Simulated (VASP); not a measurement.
VASP ran on this input.

### KPOINTS
```
Automatic mesh
0
Gamma
7 7 9
0 0 0
```

POSCAR:
```
IrO2
1.0
  4.5858993605   0.0000000000   0.0000000000
  0.0000000000   4.5858993605   0.0000000000
  0.0000000000   0.0000000000   3.2303692956
Ir O
2 4
Cart
  0.0000000000   0.0000000000   0.0000000000
  2.2929496803   2.2929496803   1.6151846478
  1.4130171931   1.4130171931   0.0000000000
  3.7059668734   0.8799324871   1.6151846478
  0.8799324871   3.7059668734   1.6151846478
  3.1728821674   3.1728821674   0.0000000000
```

INCAR:
```
SYSTEM = IrO2
PREC = Accurate
ENCUT = 520
EDIFF = 1E-7
NELM = 100
ALGO = Normal
LREAL = .FALSE.
LASPH = .TRUE.
ISMEAR = 1
SIGMA = 0.1
GGA = ML
ZAB_VDW = -1.8867
LUSE_VDW = .TRUE.
AGGAC = 0.0
LMAXMIX = 6
LWAVE = .FALSE.
LCHARG = .FALSE.
ISIF = 4
IBRION = 2
NSW = 30
EDIFFG = -0.01
```

POTCAR, in this order: Ir O (PBE.64 set). Program: vasp_std.

Problem. Write an equivalent input for Quantum ESPRESSO's pw.x.

Solution. One equivalent input (not run):
```
&CONTROL
  calculation = 'vc-relax'
  pseudo_dir = './pseudo'
  outdir = './out'
  tprnfor = .true.
  tstress = .true.
  nstep = 30
  forc_conv_thr = 0.00039
/
&SYSTEM
  ibrav = 0
  nat = 6
  ntyp = 2
  ecutwfc = 84
  occupations = 'smearing'
  smearing = 'methfessel-paxton'
  degauss = 0.00735
  input_dft = 'vdw-df2'
/
&ELECTRONS
  conv_thr = 7.3e-09
  electron_maxstep = 100
/
&IONS
/
&CELL
  cell_dofree = 'shape'
/
ATOMIC_SPECIES
  Ir 192.217 Ir.upf
  O 15.999 O.upf
CELL_PARAMETERS angstrom
     4.5858994    0.0000000    0.0000000
     0.0000000    4.5858994    0.0000000
     0.0000000    0.0000000    3.2303693
ATOMIC_POSITIONS crystal
  Ir   0.0000000  0.0000000  0.0000000
  Ir   0.5000000  0.5000000  0.5000000
  O    0.3081222  0.3081222  0.0000000
  O    0.8081222  0.1918778  0.5000000
  O    0.1918778  0.8081222  0.5000000
  O    0.6918778  0.6918778  0.0000000
K_POINTS automatic
  7 7 9 0 0 0
```
What does not carry over: the potentials are each code's own (VASP's PAW set, PseudoDojo norm-conserving files in pw.x), so ENCUT and ecutwfc are chosen apart and not converted; conv_thr bounds pw.x's estimated SCF error, while EDIFF bounds the energy change between steps; forc_conv_thr acts on force components and is met together with etot_conv_thr.

The compound is IrO2 in the rutile structure. This cell is one point of a volume scan, at 0.97 of the reference volume. Symmetry was kept, so distortions that lower it aren't found.
